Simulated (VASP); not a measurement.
Input for VASP

KPOINTS:
```
Automatic mesh
0
Gamma
14 14 14
0 0 0
```

File POSCAR:
```
AgPd
1
    1.3948727280     0.8053303129     4.5763019395
   -1.3948727280     0.8053303129     4.5763019395
   -0.0000000000    -1.6106606257     4.5763019395
Ag Pd
1 1
Direct
  0.0000000000   0.0000000000   0.0000000000
  0.5000000000   0.5000000000   0.5000000000
```

### INCAR
```
SYSTEM = AgPd
PREC = Accurate; ENCUT = 400; LREAL = .FALSE.
LASPH = .TRUE.
EDIFF = 1E-6; NELM = 100; ALGO = Normal
LMAXMIX = 4
ISMEAR = 1; SIGMA = 0.1
GGA = PS
IBRION = 2; NSW = 60; ISIF = 3
EDIFFG = -0.01
LWAVE = .FALSE.; LCHARG = .FALSE.
```

POTCAR, in this order: Ag Pd (PBE.64 set). Program: vasp_std.

### Question
Translate this PBEsol calculation to Quantum ESPRESSO's pw.x.

### Answer
One equivalent input (not run):
```
&CONTROL
  calculation = 'vc-relax'
  pseudo_dir = './pseudo'
  outdir = './out'
  tprnfor = .true.
  tstress = .true.
  nstep = 60
  forc_conv_thr = 0.00039
/
&SYSTEM
  ibrav = 0
  nat = 2
  ntyp = 2
  ecutwfc = 82
  occupations = 'smearing'
  smearing = 'methfessel-paxton'
  degauss = 0.00735
  input_dft = 'pbesol'
/
&ELECTRONS
  conv_thr = 7.3e-08
  electron_maxstep = 100
/
&IONS
/
&CELL
/
ATOMIC_SPECIES
  Ag 107.868 Ag.upf
  Pd 106.420 Pd.upf
CELL_PARAMETERS angstrom
     1.3948727    0.8053303    4.5763019
    -1.3948727    0.8053303    4.5763019
    -0.0000000   -1.6106606    4.5763019
ATOMIC_POSITIONS crystal
  Ag   0.0000000  0.0000000  0.0000000
  Pd   0.5000000  0.5000000  0.5000000
K_POINTS automatic
  14 14 14 0 0 0
```
Limits of the translation: the potentials are each code's own (VASP's PAW set, PseudoDojo norm-conserving files in pw.x), so ENCUT and ecutwfc are chosen apart and not converted; conv_thr bounds pw.x's estimated SCF error, while EDIFF bounds the energy change between steps; forc_conv_thr acts on force components and is met together with etot_conv_thr.

The structure comes from a computed database's AgPd entry (R-3m); how it stands against other phases isn't given here. This run relaxes it. Symmetry was kept, so distortions that lower it aren't found. The start is the result of an earlier pass.
